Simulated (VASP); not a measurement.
## BaPm in VASP: convergence with k mesh

Input of the first run (k mesh 2 × 2 × 1); the others differ in this setting and in those tied to it:

File INCAR:

```
ALGO = Normal
EDIFF = 1E-6
ENCUT = 500
GGA = PE
ISIF = 2
ISMEAR = 1
ISPIN = 2
LASPH = T
LCHARG = F
LMAXMIX = 6
LORBIT = 11
LREAL = F
LWAVE = F
MAGMOM = 4 0
NELM = 120
PREC = Accurate
SIGMA = 0.1
```

KPOINTS

```
k-points
0
Gamma
  2 2 1
```

POSCAR

```
BaPm
1.0
    3.9675108916      0.0000000000      0.0000000000
   -1.9837554458      3.4359652219      0.0000000000
    0.0000000000      0.0000000000      6.5226240000
Pm Ba
1 1
Direct
    0.6666666667      0.3333333333      0.0000000000
    0.0000000000      0.0000000000      0.5000000000
```

Potentials or basis: VASP PAW PBE potentials, release 64 (Pm, Ba_sv).

Run with:

```sh
$ cat potpaw_PBE.64/Pm/POTCAR potpaw_PBE.64/Ba_sv/POTCAR > POTCAR
$ mpirun -np 1 vasp_std > vasp.out
```

The cell comes from a database or a generator and needn't be the stable form of this composition.

Hardware: 1 thread of Intel(R) Xeon(R) 6975P-C (Granite Rapids), with other jobs on the host.

Q: The values tried are 2 × 2 × 1, 3 × 3 × 2, 4 × 4 × 2, 5 × 5 × 3, 6 × 6 × 3, 7 × 7 × 4, 9 × 9 × 5, 11 × 11 × 6, 13 × 13 × 7, loosest first. From which on does the energy stay within 1 meV/atom of the tightest run that finished?

A: From 9 × 9 × 5 on.

```csv
k mesh,"energy less the tightest run, at zero smearing (meV/atom)",pressure (GPa),largest site moment (μB),SCF cycles,CPU time (s),peak memory (GiB)
2 × 2 × 1,-536.67,-3.57,4.52,30,27,0.23
3 × 3 × 2,-59.31,-0.14,4.69,23,30,0.24
4 × 4 × 2,-19.42,1.37,4.55,26,39,0.24
5 × 5 × 3,-0.37,1.45,4.64,26,40,0.25
6 × 6 × 3,3.12,1.57,4.64,27,63,0.26
7 × 7 × 4,1.42,1.37,4.66,31,93,0.27
9 × 9 × 5,-0.71,1.24,4.67,24,120,0.3
11 × 11 × 6,0.88,1.36,4.65,24,170,0.36
13 × 13 × 7,0.00,1.34,4.66,24,280,0.4
```

Against the tightest run, the pressure stays within 0.1 GPa from 7 × 7 × 4 on; the largest site moment stays within 0.02 μB from 7 × 7 × 4 on. Meshes of other sizes hit other points, so gaps and Fermi surfaces needn't settle smoothly. The tightest run that finished is the yardstick and may itself not be fully converged.

Caveat, for the tightest run too: the magnetic or orbital state may not be the lowest; spin-orbit coupling is left out, which moves the levels of the heavy elements; without U or exact exchange the open f shell lies at the Fermi level, which spoils levels, moments and volumes. The state reached can hang on the start; a lower one may exist.
